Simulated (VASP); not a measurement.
An input for Ansatz (written as the equivalent of a VASP run, and not itself run):

Ansatz 0.2 input:
```yaml
crystal:
  lattice:
    - [0.0000000, 2.5757010, 2.5757010]
    - [2.5757010, 0.0000000, 2.5757010]
    - [2.5757010, 2.5757010, 0.0000000]
  atoms:
    - { symbol: Be, position: [0.0000000, 0.0000000, 0.0000000] }
    - { symbol: Se, position: [0.2500000, 0.2500000, 0.2500000] }
kpoints:
  mp_grid: { grid: [4, 4, 4] }
hamiltonian:
  xc: hse06
  pseudopotentials: { kind: paw }
scf:
  occupations: { method: gaussian, width: 0.02 }
  max_iter: 100
output: { forces: true, stress: true, eigenvalues: true }
```

Q: Write the VASP files for the same calculation (HSE06).

A: One answer among several that fit: 
INCAR:
```
# general
SYSTEM   = BeSe
PREC     = Accurate
ENCUT    = 300
LREAL    = F
LASPH    = T
ISYM     = 3

# electronic loop
EDIFF    = 1E-6
NELM     = 100
ALGO     = Normal
LMAXMIX  = 4

# smearing
ISMEAR   = 0
SIGMA    = 0.02

# functional
GGA      = PE
LHFCALC  = T
AEXX     = 0.25
HFSCREEN = 0.2
PRECFOCK = Fast

# ions
ISIF     = 2

# output
LWAVE    = F
LCHARG   = F
```

**POSCAR**
```
BeSe
1
    0.0000000000     2.5757010000     2.5757010000
    2.5757010000     0.0000000000     2.5757010000
    2.5757010000     2.5757010000     0.0000000000
Be Se
1 1
Direct
  0.0000000000   0.0000000000   0.0000000000
  0.2500000000   0.2500000000   0.2500000000
```

### KPOINTS
```
Automatic mesh
0
Gamma
4 4 4
0 0 0
```

POTCAR, in this order: Be Se (PBE.64 set). Program: vasp_std.

What does not carry over: each code has its own PAW files, so the cut-off isn't converted (ENCUT is set for VASP's; basis.ecutwfc is left out, and Ansatz then takes the one that its files recommend); Ansatz stops its SCF on the density residual and VASP on the energy change (EDIFF); Ansatz's hse06 screens at 0.11 per bohr (0.208 per Å), slightly more than HFSCREEN = 0.2.

The structure comes from a computed database's BeSe entry; how it stands against other phases isn't given here. The cell was not relaxed at this level. The k-mesh is coarse (spacing up to 0.53 per Å, 2π included), so the numbers may not be converged in it. The run is one of a series of settings (AEXX = 0.25, HFSCREEN = 0.2, ISYM = 3, LHFCALC = .TRUE., PRECFOCK = Fast, KPOINTS 4×4×4 Γ-centred mesh against the base run), some of them coarse on purpose.
